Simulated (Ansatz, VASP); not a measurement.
# Be48H95 (V_H1): VASP beside Ansatz, part 2 of 2

One calculation is typed for both programs; each brings its own data sets. How far apart do they land? The cell is taken from a series of runs on this material, whose earlier steps may have relaxed, scaled, displaced or heated it; both programs get it as it stands.

VASP 6.6.1 and Ansatz 0.2.0.

So far. Step 2 (VASP: single point, PBEsol): The run ends at a pressure of 0.33 GPa, with forces up to 2.4 eV/Å.

### 3. Ansatz: single point, PBEsol

Level of this step: Ansatz beside VASP: Kohn-Sham DFT, plane waves, PBEsol (Ansatz).

Ansatz runs on its default PAW (the set named soft_2) files.

The same cell, functional, mesh and smearing now go to Ansatz.

Input file input.yaml:

```yaml
crystal:
  lattice:
    - [-3.99332615, 8.75735955, 7.53777216]
    - [3.99332615, -8.75735955, 7.53777216]
    - [3.99332615, 8.75735955, -7.53777216]
  atoms:
    - { symbol: Be, position: [0.12558133019, 0.37490001425, 0.2504496166] }
    - { symbol: Be, position: [0.37652523758, 0.12589877575, 0.25128325001] }
[... 1 atom line left out ...]
    - { symbol: Be, position: [0.33487629102, 0.44232351187, 0.27642225383] }
[... 1 atom line left out ...]
    - { symbol: Be, position: [0.41894107083, 0.19420626132, 0.11015109932] }
[... 17 atom lines left out ...]
    - { symbol: Be, position: [0.41552447185, 0.19016632787, 0.60646552342] }
    - { symbol: H, position: [0.28180747298, 0.19636160279, 0.82449873347] }
[... 1 atom line left out ...]
    - { symbol: H, position: [0.37812709825, 0.05316936633, 0.58574318529] }
    - { symbol: H, position: [0.46833525341, 0.2944456882, 0.91428165899] }
    - { symbol: H, position: [0.3380464, 0.1167317346, 0.96224138576] }
[... 11 atom lines left out ...]
    - { symbol: Be, position: [0.16574006672, 0.55726316235, 0.22342701731] }
[... 1 atom line left out ...]
    - { symbol: H, position: [0.2814778265, 0.69592593955, 0.324032173] }
    - { symbol: H, position: [0.12918362127, 0.54230000518, 0.32455879979] }
    - { symbol: H, position: [0.37803970383, 0.55336319243, 0.08546768972] }
    - { symbol: H, position: [0.46757532774, 0.79320246786, 0.4143177397] }
    - { symbol: H, position: [0.34213623626, 0.62039104989, 0.4601063399] }
    - { symbol: H, position: [0.09005475528, 0.62931662206, 0.22128794747] }
    - { symbol: H, position: [0.16123188794, 0.88209602631, 0.03990582881] }
[... 1 atom line left out ...]
    - { symbol: H, position: [0.03100161337, 0.70691323966, 0.08474161609] }
    - { symbol: H, position: [0.1199223161, 0.94390042716, 0.41235600001] }
[... 3 atom lines left out ...]
    - { symbol: Be, position: [0.37496851278, 0.62351710603, 0.74828810573] }
[... 8 atom lines left out ...]
    - { symbol: H, position: [0.34115740612, 0.61819142599, 0.95907557948] }
[... 11 atom lines left out ...]
    - { symbol: Be, position: [0.66531325314, 0.05458136828, 0.22102036261] }
[... 5 atom lines left out ...]
    - { symbol: H, position: [0.84052693703, 0.11826098325, 0.45938051858] }
[... 3 atom lines left out ...]
    - { symbol: H, position: [0.53046067952, 0.20536225032, 0.07255511445] }
[... 9 atom lines left out ...]
    - { symbol: H, position: [0.6292717933, 0.04292337166, 0.82473866175] }
    - { symbol: H, position: [0.87879855897, 0.05396410412, 0.58588255775] }
[... 3 atom lines left out ...]
    - { symbol: H, position: [0.67074401373, 0.39670411135, 0.53409612845] }
    - { symbol: H, position: [0.9085850923, 0.368655955, 0.77752728453] }
    - { symbol: H, position: [0.5312225895, 0.20327365097, 0.58275952018] }
    - { symbol: H, position: [0.62210511015, 0.4453383005, 0.91142482619] }
    - { symbol: H, position: [0.87187297156, 0.45869157848, 0.67624035448] }
    - { symbol: H, position: [0.71795607659, 0.30231843908, 0.67171145933] }
[... 6 atom lines left out ...]
    - { symbol: H, position: [0.7812028368, 0.69731491811, 0.32533856858] }
[... 5 atom lines left out ...]
    - { symbol: H, position: [0.65831710652, 0.8765815123, 0.03730087655] }
    - { symbol: H, position: [0.9082563393, 0.86799245591, 0.27770215081] }
[... 2 atom lines left out ...]
    - { symbol: H, position: [0.87259131953, 0.95692016856, 0.1753855543] }
[... 7 atom lines left out ...]
    - { symbol: H, position: [0.78319626477, 0.69877370378, 0.82682475003] }
    - { symbol: H, position: [0.62509092581, 0.53336862085, 0.80986814236] }
    - { symbol: H, position: [0.88202505326, 0.55655892876, 0.58856461448] }
[... 2 atom lines left out ...]
    - { symbol: H, position: [0.59302307108, 0.63415637421, 0.71913682969] }
    - { symbol: H, position: [0.65860328734, 0.8804856636, 0.53998198513] }
    - { symbol: H, position: [0.90978080017, 0.87055378691, 0.77973920458] }
    - { symbol: H, position: [0.53206194482, 0.70776603006, 0.58709978101] }
    - { symbol: H, position: [0.62165293507, 0.94813557168, 0.91597419517] }
    - { symbol: H, position: [0.87100272917, 0.95720465616, 0.67565744218] }
    - { symbol: H, position: [0.71855210769, 0.80408844306, 0.67686169751] }
  host:
    repeats: [2, 2, 2]
    atoms:
      - { symbol: Be, position: [0.25, 0.75, 0.5] }
      - { symbol: Be, position: [0.75, 0.25, 0.5] }
      # ... 16 more atoms of the perfect host
total_charge: 1
basis:
  ecutwfc: 420
  xc_grid: 2
hamiltonian:
  xc: pbesol
kpoints:
  mp_grid: { grid: [1, 1, 1] }
scf:
  occupations: { method: fermi_dirac, width: 0.01 }
  max_iter: 100
output:
  forces: true
  charged_corrections:
    epsilon: [3.63, 3.74, 3.59]
    static_epsilon: [4.37, 5.16, 5.26]
    defect_position: [0.621773, 0.447316, 0.415093]
  eigenvalues: true
checkpoint:
  read: "../qp1.relax_smeared.run"
  write: "../cc1.qp1.l0.run"
  compress: false
  write_wavefunctions: false
  write_every: 100000
```

Run with:

```console
> ansatz run input.yaml --threads 4 --pin off --max-ram 7536MiB --backend cpu --events-out ev --progress --plain --runs-dir out
```

Numbers of over 12 decimals in the logs are rounded to 6 here.

The program printed:

```text
Warning: checkpoint.read: the run can stay near the saved state's solution: 143 site(s) moved relative to the saved geometry (max |Δs| = 7.712e-2 fractional); the SCF starts from the saved state under `checkpoint.density_extrapolation: transplant`, in force with no word given; its orbitals are not used off its sites. A run without `checkpoint.read` takes nothing of the state. A lower free energy from it at the same positions (and U, V and field ramp, if any) shows a solution that this start missed, and an equal or higher one rules none out (checkpoint.read, Limitations, in the input reference)
Engine: ansatz 0.2.0, x86_64-unknown-linux-gnu
Pseudopotentials: kind: paw
Pseudopotential: Be, paw, valence charge 2, recommended cutoff 420 eV (normal), Be.paw.azcp
Pseudopotential: H, paw, valence charge 1, recommended cutoff 420 eV (normal), H.paw.azcp
Functional definition: PBEsol
  exchange = pbesol_x
  correlation = pbesol_c
Crystal: 143 atoms, lattice volume = 1054.414 Å³
Basis set: ecut = 420 eV, 20653 PW (Γ), exchange–correlation on 180×180×180 points (8 copies of the dense FFT grid, shifted against one another)
Bands: 238, of which v1, the nominal top of the filled ones, is band 95 counted from 1 (94 counted from 0)
Symmetry: 1 space group operations
Space group: P1 (ITA 1), of the structure as read, at distance tolerance 1.0e-4 Å
k-points: 1
Non-local potential: Be, projectors of the file, l = 0: 2, l = 1: 2, l = 2: 1
Non-local potential: H, projectors of the file, l = 0: 2, l = 1: 1
PAW form: soft (Blöchl's): semilocal exchange-correlation on the pseudo side does not see the compensation charge
PAW frozen core: Be, regenerated for the run's functional, and the local potential with it (the file was generated under x = pbe(κ = 0.804, μ = 0.219515), c = pbe(β = 0.066725))
PAW one-centre angular grid: Be, 110 points (default); XC on 64 Gauss nodes
PAW one-centre angular grid: H, 110 points (default); XC on 64 Gauss nodes
Initial density: read from a saved state, or passed on in memory by an earlier SCF of this step, an earlier step, the calling program or the single point that the run made first, carried with its atoms to this geometry
Initial wavefunctions: pseudopotential atomic-orbital guess
Functional: x = pbesol(κ = 0.804, μ = 0.123457), c = pbesol(β = 0.046)
iter 1 solved again at ethr=2.00e-3 eV; its pass at ethr=3.10e-3 eV (dr2=3.79e0 eV) is discarded
SCF iter   1: F=—  HF=-5826.061150 eV  |F-HF|=—  |Δ(HF+E_count)|=         —  Δρ=2.11e-2  dr2=3.80e0  ethr=2.00e-3  ⟨swp⟩=6.0  Hψ=2054  notcnv=0
preconditioner: auto → Resta (q_TF=auto, 2.050 Å⁻¹)  ε∞=2.7  [insulator: Δε(μ)=1.701 eV  Ē_g=11.960 eV  σ=0.010 eV  W_gap=1.00  n_scr=150 (ndim 8)  ℏωp=15.8 eV  f_vac=0.001  D(μ)=0.00/eV (n_scr^D=0)  ε∞_Penn≈2.7]
SCF iter   2: F=—  HF=-5825.270641 eV  |F-HF|=—  |Δ(HF+E_count)|=   7.91e-1  Δρ=1.08e-2  dr2=9.84e-1  ethr=2.00e-3  ⟨swp⟩=4.0  Hψ=384  notcnv=0
SCF iter   3: F=—  HF=-5825.067492 eV  |F-HF|=—  |Δ(HF+E_count)|=   2.03e-1  Δρ=7.30e-4  dr2=6.27e-3  ethr=5.18e-4  ⟨swp⟩=3.0  Hψ=364  notcnv=0  defer=132
SCF iter   4: F=—  HF=-5825.069094 eV  |F-HF|=—  |Δ(HF+E_count)|=   1.60e-3  Δρ=1.45e-4  dr2=3.22e-4  ethr=3.30e-6  ⟨swp⟩=2.0  Hψ=207  notcnv=0  defer=6
automatic band count: iteration 4 solves 110 bands in place of 238: the levels show a gap, and the empty bands left out lie too high to hold charge; the band table lists the bands solved (type scf.n_extra_bands for more)
SCF iter   5: F=—  HF=-5825.069335 eV  |F-HF|=—  |Δ(HF+E_count)|=   2.40e-4  Δρ=3.13e-5  dr2=1.75e-5  ethr=1.69e-7  ⟨swp⟩=2.0  Hψ=200  notcnv=0  defer=6
SCF iter   6: F=—  HF=-5825.069275 eV  |F-HF|=—  |Δ(HF+E_count)|=   5.96e-5  Δρ=7.36e-6  dr2=1.11e-6  ethr=9.21e-9  ⟨swp⟩=2.0  Hψ=196  notcnv=0  defer=6
SCF iter   7: F=-5825.069276 eV  HF=-5825.069276 eV  |F-HF|=3.66e-9  |Δ(HF+E_count)|=   5.47e-7  Δρ=1.83e-6  dr2=7.77e-8  ethr=5.26e-11  ⟨swp⟩=12.0  Hψ=500  notcnv=0
SCF 1 converged in 7 iterations: F = -5825.069276 eV  dr2 = 7.77e-8
  greatest PAW one-centre occupation: 0.373 electrons in one spin orbital (limit 2), on the Be atom at site 76 (counted from 0), in its partial waves of l = 0
SCF converged after 7 iterations
Free energy (F): -5825.069276 eV
Harris-Foulkes:  -5825.069276 eV  (|F-HF|=3.66e-9)
Internal energy: -5825.069276 eV  (E = F + TS)
E sigma→0 (E₀):  -5825.069276 eV
Fermi energy:    -0.194899 eV
--- Per-component energies (eV) ---
  E_band       = -661.222181
  E_kinetic    = 2260.458187
  E_local      = -2062.105419  (includes V_loc(G=0)·N_el)
  E_nonlocal   = 368.190432
  E_hartree    = 475.787120
  E_xc         = -1749.927409
  E_vxc        = -2050.819582  (∫ρ·V_xc dr)
  E_paw        = -2796.492838  (= ΣΔE_a)
  E_vpaw       = -128.394674  (= ΣTr[D̂ρ^β])
  E_aug_tail   = -0.124015  (compensation charges beyond the density's cutoff)
  E_ewald      = -2321.312838
  E_core_change = 0.457504  (= ΣΔE_core)
[...]
atom  11  H     -0.00947862    -0.02066999     0.03546503
  atom  12  H     -0.01743295    -0.00220532     0.01389361
  atom  13  H      0.00575522     0.02400870    -0.00543879
  atom  14  H     -0.09152179     0.32840446     0.06933994
  atom  15  H     -0.00598282    -0.02693822    -0.02214664
  atom  16  H     -0.00020777    -0.00675020     0.01169165
  atom  17  H     -0.03363546     0.06888953    -0.03732480
  atom  18  H     -0.04254248     0.07272756     0.04953499
  atom  19  Be     0.00711888     0.00327179    -0.01937009
  atom  20  Be     0.00274883    -0.08970082    -0.00245339
  atom  21  Be    -0.00175155    -0.00052637     0.03301919
  atom  22  Be     0.00393311    -0.00004840    -0.09031194
  atom  23  Be     0.00392735    -0.05603234     0.00046548
  atom  24  Be     0.03221733    -0.00973932    -0.05511420
  atom  25  H      0.00693082     0.04137443     0.02421403
  atom  26  H      0.00067099     0.03225031    -0.02517537
  atom  27  H     -0.01646224     0.02035792     0.00022618
  atom  28  H      0.02284684     0.04494159     0.01950296
  atom  29  H      0.27373515     0.17227365     0.07335325
  atom  30  H     -0.01302856     0.00779052    -0.00630106
  atom  31  H     -0.01119226     0.00382376     0.01275921
  atom  32  H     -0.01157860     0.01820959     0.02056966
  atom  33  H     -0.01072017    -0.00981035    -0.00651667
  atom  34  H      0.00864844     0.00008827     0.00083321
[...]
atom 136  H     -0.00350827    -0.03637306    -0.00646386
  atom 137  H     -0.09901380    -0.06382736     0.04185043
  atom 138  H     -0.01941128     0.03192953    -0.01561267
  atom 139  H     -0.01073313    -0.02635265    -0.03526599
  atom 140  H     -0.05465102     0.03259199     0.01875166
  atom 141  H      0.03882912     0.03396524    -0.00354006
  atom 142  H     -0.02686557     0.01580695    -0.06487834
  atom 143  H     -0.03211872    -0.02242597    -0.08403401
  max |Σ_I F_I| component: 7.51e-5 eV/Å
--- Charged-cell corrections in eV (Makov–Payne, q = +1.000 e, ε = [3.630, 3.740, 3.590] of the electrons, [4.370, 5.160, 5.260] with the ions) ---
  F (periodic)     = -5825.069276  (uncorrected; the corrections below are reported, never added to it)
  E_corr1          = +0.526012  (monopole, q²α_M/2ε̄L, of the cell on which ε is isotropic)
  F Makov-Payne    = n/a  (the rows are of the electrons' constant alone; ansatz place-levels tells what screens the charge)
  no potential alignment in this run, which stands beside a crystal: run the host's input off ansatz write-host-input, and read the two finished runs by ansatz place-levels (neither reads a slab, a wire or a sheet, whose cell leaves a vacuum)
--- Band table (eV) ---
  k-point 0: bands = [... 91 lower, -0.9950, -0.9808, -0.9731, -0.8671, 0.4773, 3.9002, 4.2608, 4.3203, ... 11 higher]
```

In the SCF lines HF is the Harris–Foulkes energy and dr2 the Hartree energy of the density residual, in eV; the loop may stop once dr2 is under the threshold and the program's other checks hold. Hψ counts applications of the Hamiltonian.

### 4. Side by side

Known differences besides the potentials themselves: the cutoff is 420 eV in Ansatz and 520 eV in VASP (PREC = Accurate, projectors in real space); Ansatz makes its cores anew for this functional, VASP keeps those of its PBE data sets. Total energies have different zeros and are not compared.

Compared:

| quantity | Ansatz | VASP | difference |
| --- | --- | --- | --- |
| gap on the k mesh (eV) | 1.344 | 1.344 | +0.001 |

Forces on 8 of the 143 atoms, those with the largest forces and the largest differences (eV/Å; atoms numbered as in POSCAR):

| atom | Ansatz x, y, z | VASP x, y, z |
| --- | --- | --- |
| Be25 | -0.811, -1.410, 1.814 | -0.802, -1.402, 1.806 |
| Be27 | 0.045, 1.414, -1.964 | 0.049, 1.405, -1.953 |
| Be28 | 0.132, 0.329, 0.421 | 0.131, 0.328, 0.420 |
| Be29 | -0.341, 0.563, 0.182 | -0.341, 0.562, 0.182 |
| Be41 | 0.127, -0.256, 0.435 | 0.127, -0.255, 0.434 |
| H102 | 0.324, -0.619, 0.379 | 0.314, -0.626, 0.379 |
| H105 | 0.140, 0.307, -0.249 | 0.126, 0.303, -0.247 |
| H107 | 0.158, 0.084, -0.544 | 0.146, 0.087, -0.546 |

The forces differ by 5.7 meV/Å r.m.s., which is 2.9 % of the r.m.s. force of 0.197 eV/Å (both taken over all components). A gap on the mesh is an upper bound, since the band edges may lie between its points. The cell carries a charge of +1 e against a uniform background, so its pressure also hangs on how the neutralising background is counted, and in a defect's cell a gap may be the spacing between its levels.

### 5. Results

- r.m.s. force difference (single point, PBEsol): 5.7 meV/Å

In words: The r.m.s. force difference is 5.7 meV/Å (single point, PBEsol), within the 12 meV/Å picked in this series as the mark of a large difference. How closely two codes agree says nothing of how well the functional describes the real material.

[Lines on the potential files, build, host, timing and source positions are cut from VASP's logs without a mark.]

[Logs are printed without paths, hosts, clocks, repeated set-up lines and the standing remarks that a program may print on its own settings, such as how far it seeks lower states.]

[Hosts, paths, dates, database ids (printed as entryN), source tags and the programs' standing remarks are cut or masked in the printed files.]
